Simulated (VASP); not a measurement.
These are PBEsol GGA, VASP's PBE PAW potentials (set 64) (plane waves; VASP 6.6.1) values and carry that method's errors.

VASP ran on this input.

### POSCAR
```
Y
1.0
  0.0000000000   2.4833239183   2.4833239183
  2.4833239183   0.0000000000   2.4833239183
  2.4833239183   2.4833239183   0.0000000000
Y
1
Cart
  0.0000000000   0.0000000000   0.0000000000
```

KPOINTS:
```
Automatic mesh
0
Gamma
14 14 14
0 0 0
```

INCAR:
```
ISIF  =  2   ! forces and stress, cell fixed
PREC  =  Accurate
ALGO  =  Normal   ! blocked Davidson
NELM  =  100   ! most electronic steps
LREAL  =  F
LORBIT  =  11   ! lm-projected
LMAXMIX  =  4   ! l cut-off of mixed one-centre charges
NEDOS  =  601
LCHARG  =  T
EDIFF  =  1E-7   ! SCF stop (eV)
ISMEAR  =  -5   ! tetrahedra, Bloechl
SYSTEM  =  Y
LWAVE  =  F
GGA  =  PS
ENCUT  =  400   ! plane-wave cut-off (eV)
LASPH  =  T
```

POTCAR, in this order: Y_sv (PBE.64 set). Program: vasp_std.

Output

### OUTCAR
```
 ion  position               nearest neighbor table
   1  0.000  0.000  0.000-
  LATTYP: Found a face centered cubic cell.
 ALAT       =     4.9666478366
 Subroutine PRICEL returns:
 Original cell was already a primitive cell.
 Subroutine GETGRP returns: Found 48 space group operations
The static configuration has the point symmetry O_h .
The dynamic configuration has the point symmetry O_h .
 Subroutine INISYM returns: Found 48 space group operations
 Subroutine IBZKPT returns following result:
 Found    104 irreducible k-points:

 Following reciprocal coordinates:
            Coordinates               Weight
  0.000000  0.000000  0.000000      1.000000
  0.071429  0.000000  0.000000      8.000000
  0.142857  0.000000  0.000000      8.000000
  0.214286  0.000000  0.000000      8.000000
  0.285714  0.000000  0.000000      8.000000
  0.357143  0.000000  0.000000      8.000000
  0.428571  0.000000  0.000000      8.000000
  0.500000  0.000000  0.000000      4.000000
  0.071429  0.071429  0.000000      6.000000
  0.142857  0.071429  0.000000     24.000000
...
```

### OSZICAR
```
       N       E                     dE             d eps       ncg     rms          rms(c)
DAV:   1     0.150342943189E+02    0.15034E+02   -0.50972E+03  1896   0.913E+02
DAV:   2    -0.613907358661E+01   -0.21173E+02   -0.20781E+02  2267   0.144E+02
DAV:   3    -0.698202111142E+01   -0.84295E+00   -0.83471E+00  2796   0.205E+01
DAV:   4    -0.700014214422E+01   -0.18121E-01   -0.18144E-01  2328   0.252E+00
DAV:   5    -0.700049161981E+01   -0.34948E-03   -0.35056E-03  2738   0.251E-01    0.230E+01
DAV:   6    -0.683341205737E+01    0.16708E+00   -0.24615E-01  1975   0.395E+00    0.139E+01
DAV:   7    -0.680529795196E+01    0.28114E-01   -0.35690E-01  1982   0.462E+00    0.137E+00
DAV:   8    -0.680248899216E+01    0.28090E-02   -0.49131E-02  2223   0.193E+00    0.456E-01
DAV:   9    -0.680208666971E+01    0.40232E-03   -0.10343E-03  2616   0.273E-01    0.142E-01
DAV:  10    -0.680204788776E+01    0.38782E-04   -0.21598E-04  2152   0.168E-01    0.262E-02
DAV:  11    -0.680204750266E+01    0.38510E-06   -0.68077E-06  2287   0.215E-02    0.220E-02
DAV:  12    -0.680204669388E+01    0.80878E-06   -0.44627E-06  2030   0.252E-02    0.200E-02
DAV:  13    -0.680204667992E+01    0.13961E-07   -0.37046E-07  2665   0.405E-03
   1 F= -.68020467E+01 E0= -.68020467E+01  d E =0.000000E+00
```

OUTCAR:
```
------------------------ aborting loop because EDIFF is reached ----------------------------------------
  FORCE on cell =-STRESS in cart. coord.  units (eV):
  Direction    XX          YY          ZZ          XY          YZ          ZX
  --------------------------------------------------------------------------------------
  Total        0.0185100      0.0185100      0.0185100      0.0000000      0.0000000      0.0000000
  in kB        0.9682465      0.9682465      0.9682465      0.0000000      0.0000000      0.0000000
  external PRESSURE =       0.9682465 kB  Pullay stress =       0.0000000 kB
  volume of cell :       30.63
      direct lattice vectors                 reciprocal lattice vectors
     0.000000000  2.483323918  2.483323918    -0.201343045  0.201343045  0.201343045
     2.483323918  0.000000000  2.483323918     0.201343045 -0.201343045  0.201343045
     2.483323918  2.483323918  0.000000000     0.201343045  0.201343045 -0.201343045
 POSITION                                       TOTAL-FORCE (eV/Angst)
 -----------------------------------------------------------------------------------
      0.00000      0.00000      0.00000         0.000000      0.000000      0.000000
 -----------------------------------------------------------------------------------
    total drift:                               -0.000000     -0.000000     -0.000000
  FREE ENERGIE OF THE ION-ELECTRON SYSTEM (eV)
  ---------------------------------------------------
  free  energy   TOTEN  =        -6.8020466799 eV

  energy  without entropy=       -6.8020466799  energy(sigma->0) =       -6.80204668

 total charge

# of ion       s       p       d       f       tot
--------------------------------------------------
    1        2.294   6.213   1.010   0.008   9.525
```
(Selected blocks of OUTCAR.)

### OUTCAR
```
 val. band max:        3.2852695744   @ k =  -0.3571   0.4286   0.2143

 cond. band min:       3.2786554384   @ k =   0.5000   0.2857   0.1429


 Fermi energy:         3.2712461148

 k-point     1 :       0.0000    0.0000    0.0000
  band No.  band energies     occupation
      1     -39.1640      2.00000
      2     -18.8293      2.00000
      3     -18.8293      2.00000
      4     -18.8293      2.00000
      5      -1.5832      2.00000
      6       5.1198      0.00000
      7       5.1198      0.00000
      8       5.1198      0.00000
      9       7.2858      0.00000

 k-point     2 :       0.0714    0.0000    0.0000
  band No.  band energies     occupation
      1     -39.1598      2.00000
      2     -18.8663      2.00000
      3     -18.8339      2.00000
      4     -18.8339      2.00000
      5      -1.4462      2.00000
      6       4.9651      0.00000
      7       5.1845      0.00000
      8       5.1845      0.00000
      9       7.2103      0.00000

 k-point     3 :       0.1429    0.0000    0.0000
  band No.  band energies     occupation
      1     -39.1480      2.00000
      2     -18.9686      2.00000
      3     -18.8467      2.00000
      4     -18.8467      2.00000
      5      -1.0546      2.00000
      6       4.5937      0.00000
      7       5.3330      0.00000
      8       5.3330      0.00000
      9       7.0727      0.00000

 k-point     4 :       0.2143    0.0000    0.0000
  band No.  band energies     occupation
      1     -39.1309      2.00000
      2     -19.1128      2.00000
      3     -18.8650      2.00000
      4     -18.8650      2.00000
      5      -0.4689      2.00000
      6       4.1837      0.00000
      7       5.4149      0.00000
      8       5.4149      0.00000
      9       7.1068      0.00000

 k-point     5 :       0.2857    0.0000    0.0000
  band No.  band energies     occupation
      1     -39.1118      2.00000
      2     -19.2685      2.00000
      3     -18.8852      2.00000
...
```

For a metal the tetrahedron method with Blöchl corrections gives inexact stress and forces.

The structure was generated: Y was put into the fcc type (Fm-3m), which need not be its known phase. It was relaxed first, which changed the volume by -7 %.
